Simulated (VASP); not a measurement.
Energy against volume of Gd (hcp). These are vdW-DF-cx, VASP's PBE PAW potentials (set 64) (plane waves; VASP 6.6.1) values and carry that method's errors. Run with 520 eV cut-off, 12×12×7 Γ-centred mesh, first-order Methfessel-Paxton smearing of 0.10 eV, potentials Gd_3.

The 4f electrons are frozen in the core of the lanthanide potential, so 4f levels, which can set the real gap, and their magnetism are missing.

Shape and ions are relaxed at each volume.

```tsv
V (Å³/atom)	E (eV/atom)
30.061	-2.24950
30.991	-2.25192
31.921	-2.24734
32.851	-2.23683
```

Fit these four points and predict the energy of the run at 29.132 Å³/atom.

A cubic in V^(−2/3), the third-order Birch-Murnaghan form, passes through the four points with V0 = 30.82 Å³/atom and B0 = 41 GPa, and gives -2.2388 eV/atom there. The run gave -2.2390 eV/atom, -0.2 meV/atom from the fit; all five points give B0 = 41 GPa.

The compound is Gd in the hcp structure. It was relaxed first, which changed the volume by -7 %.
